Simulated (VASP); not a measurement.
```yaml
crystal:
  lattice:
    - [1.36500, -2.36425, 0.00000]
    - [1.36500, 2.36425, 0.00000]
    - [0.00000, 0.00000, 4.32000]
  atoms:
    - { symbol: Os, position: [0.33333, 0.66667, 0.25000] }
    - { symbol: Os, position: [0.66667, 0.33333, 0.75000] }
```

These are PBE GGA, VASP's PBE PAW potentials (set 64) (plane waves; VASP 6.6.1) values and carry that method's errors. Run with 400 eV cut-off, KSPACING 0.35 per Å, first-order Methfessel-Paxton smearing of 0.10 eV, potentials Os.

Problem. Give the stress tensor in GPa (positive for a compressed cell).

Solution. 
```
9.65  0.00  0.00
0.00  9.65  0.00
0.00  0.00  8.97
```
The pressure is its mean diagonal, 9.42 GPa.

The compound is Os in the hcp structure. The cell was not relaxed at this level. The run is one of a series of settings (KGAMMA = .TRUE., KSPACING = 0.35, KPOINTS file removed against the base run), some of them coarse on purpose.
